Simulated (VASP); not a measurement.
Consider the following.

```
CdS
1.0
    2.08424    -3.61002     0.00000
    2.08424     3.61002     0.00000
    0.00000     0.00000     6.76901
Cd S
2 2
Cartesian
  2.08424  -1.20334   3.38444
  2.08424   1.20334   6.76895
  2.08424  -1.20334   5.93648
  2.08424   1.20334   2.55198
```

Level of theory: MS2 meta-GGA, VASP's PBE PAW potentials (set 64) (plane waves; VASP). Numerical set-up: 520 eV cut-off, 7×7×4 Γ-centred mesh, tetrahedra with Blöchl corrections, potentials Cd S.

What does the run give for the energy per atom (σ→0), band gap (over mesh and band path) with the smallest direct gap where there is one?

```
Property                                                Value
---------------------------------------------  --------------
band gap (over mesh and band path)                    1.52 eV
smallest direct gap (over mesh and band path)         1.52 eV
energy per atom (σ→0)                          -3916 meV/atom
```

Only differences to runs with the same potentials and settings are physical.

The compound is CdS in the wurtzite structure. It was relaxed first.
